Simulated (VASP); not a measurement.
Method: PBE GGA, VASP's PBE PAW potentials (set 64) (plane waves; VASP).

A VASP calculation is set up with these files.

INCAR:
```
LMAXMIX=6
SYSTEM=Tm
ISMEAR=1   # Methfessel-Paxton
LWAVE=.FALSE.
LREAL=.FALSE.   # projection in real space or not
ENCUT=400   # plane-wave cut-off (eV)
GGA=PE
PREC=Accurate
LASPH=.TRUE.
NELM=100
LCHARG=.FALSE.
EDIFF=1E-6
ISIF=2   # forces and stress, cell fixed
SIGMA=0.1
ALGO=Normal
```

File POSCAR:
```
Tm
1
    1.7700000000    -3.0657300000     0.0000000000
    1.7700000000     3.0657300000     0.0000000000
    0.0000000000     0.0000000000     5.5500000000
Tm
2
Direct
  0.3333330000   0.6666670000   0.2500000000
  0.6666670000   0.3333330000   0.7500000000
```

KPOINTS:
```
Automatic mesh
0
G
 11 11 6
```

POTCAR, in this order: Tm_3 (PBE.64 set). Program: vasp_std.

The run wrote:

OSZICAR:
```
       N       E                     dE             d eps       ncg     rms          rms(c)
DAV:   1     0.526595626352E+02    0.52660E+02   -0.75685E+03  1688   0.110E+03
DAV:   2    -0.524711498750E+01   -0.57907E+02   -0.56868E+02  1752   0.344E+02
DAV:   3    -0.885504362574E+01   -0.36079E+01   -0.33374E+01  2695   0.557E+01
DAV:   4    -0.894575640234E+01   -0.90713E-01   -0.89947E-01  2620   0.713E+00
DAV:   5    -0.894716997855E+01   -0.14136E-02   -0.14133E-02  2407   0.809E-01    0.237E+01
DAV:   6    -0.894275518080E+01    0.44148E-02   -0.32615E-02  2548   0.216E+00    0.141E+01
DAV:   7    -0.895599872975E+01   -0.13244E-01   -0.57651E-02  2494   0.280E+00    0.381E-01
DAV:   8    -0.895575495368E+01    0.24378E-03   -0.32884E-03  2182   0.515E-01    0.933E-02
DAV:   9    -0.895576943235E+01   -0.14479E-04   -0.25054E-04  2662   0.167E-01    0.298E-02
DAV:  10    -0.895576245302E+01    0.69793E-05   -0.27421E-05  2343   0.478E-02    0.382E-02
DAV:  11    -0.895576310970E+01   -0.65668E-06   -0.26526E-06  1763   0.163E-02
   1 F= -.89557631E+01 E0= -.89566241E+01  d E =0.258285E-02
```

**OUTCAR**
```
------------------------ aborting loop because EDIFF is reached ----------------------------------------
  FORCE on cell =-STRESS in cart. coord.  units (eV):
  Direction    XX          YY          ZZ          XY          YZ          ZX
  --------------------------------------------------------------------------------------
  Total        0.1989615      0.1989615     -0.0644903      0.0000000      0.0000000     -0.0000000
  in kB        5.2923601      5.2923603     -1.7154385      0.0000000      0.0000000     -0.0000000
  external PRESSURE =       2.9564273 kB  Pullay stress =       0.0000000 kB
  volume of cell :       60.23
      direct lattice vectors                 reciprocal lattice vectors
     1.770000000 -3.065730000  0.000000000     0.282485876 -0.163093293  0.000000000
     1.770000000  3.065730000  0.000000000     0.282485876  0.163093293  0.000000000
     0.000000000  0.000000000  5.550000000     0.000000000  0.000000000  0.180180180
 POSITION                                       TOTAL-FORCE (eV/Angst)
 -----------------------------------------------------------------------------------
      1.77000      1.02191      1.38750         0.000000      0.000000      0.000000
      1.77000     -1.02191      4.16250        -0.000000     -0.000000      0.000000
 -----------------------------------------------------------------------------------
    total drift:                               -0.000001      0.000070     -0.000012
  FREE ENERGIE OF THE ION-ELECTRON SYSTEM (eV)
  ---------------------------------------------------
  free  energy   TOTEN  =        -8.9557631097 eV

  energy  without entropy=       -8.9583459586  energy(sigma->0) =       -8.95662406
```
(Selected blocks of OUTCAR.)

The 4f electrons are frozen in the core of the lanthanide potential, so 4f levels, which can set the real gap, and their magnetism are missing.

The compound is Tm in the hcp structure. The cell was not relaxed at this level.
